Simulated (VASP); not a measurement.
Wanted: the native input for a VASP 6.6.1 run.

* Task: relaxation of cell and atoms
* Functional: LDA
* Potentials or basis: VASP PAW LDA potentials, release 64 (Si, Br)
* Cutoff: 600 eV
* k mesh: 9 × 9 × 3
* Occupations: gaussian, width 0.05 eV
* Spin: no spin polarisation
* Further INCAR settings: ALGO = Fast; EDIFF = 1e-06; IBRION = 2; EDIFFG = -0.005; NSW = 40; ISIF = 3

The structure of SiBr lies in POSCAR:

```
SiBr
1.0
    3.3321000000      0.0000000000      0.0000000000
   -1.6660500000      2.8856800000      0.0000000000
    0.0000000000      0.0000000000     10.3202100000
Si Br
2 2
Direct
    0.3333300000      0.6666700000      0.3433600000
    0.6666700000      0.3333300000      0.8433600000
    0.3333300000      0.6666700000      0.0297800000
    0.6666700000      0.3333300000      0.5297800000
```

The cell was built by a generator and needn't be a form met in nature.

One way to write it, as run:

INCAR

```
  PREC = Accurate
  ENCUT = 600
  EDIFF = 1E-6
  ISMEAR = 0
  SIGMA = 0.05
  LREAL = F
  LASPH = T
  NELM = 60
  ALGO = Fast
  ISIF = 3
  LWAVE = F
  LCHARG = F
  GGA = CA
  IBRION = 2
  NSW = 40
  EDIFFG = -0.005
```

KPOINTS

```
regular mesh
0
Gamma
  9 9 3
```

Potentials or basis: VASP PAW LDA potentials, release 64 (Si, Br).

Run with:

```sh
$ cat potpaw_LDA.64/Si/POTCAR potpaw_LDA.64/Br/POTCAR > POTCAR
$ mpirun -np 1 vasp_std > vasp.out
```

It gave:

```
Relaxed volume                         : 23.48 Å³/atom
Relaxed cell                           : a = 3.275 Å, b = 3.275 Å, c = 10.111 Å, α = 90.00°, β = 90.00°, γ = 120.00°
Space group after relaxing (to 0.05 Å) : P6_3mc (No. 186)
Energy gained by relaxing              : 116.5 meV/atom
Ionic steps                            : 39
Pressure after relaxing                : 0.0 GPa
Band gap on the k mesh                 : none (metal or under the smearing width)
```

Run time: 15 min on 1 thread of Intel(R) Xeon(R) 6975P-C (Granite Rapids) (shared host), peak memory 0.27 GiB.
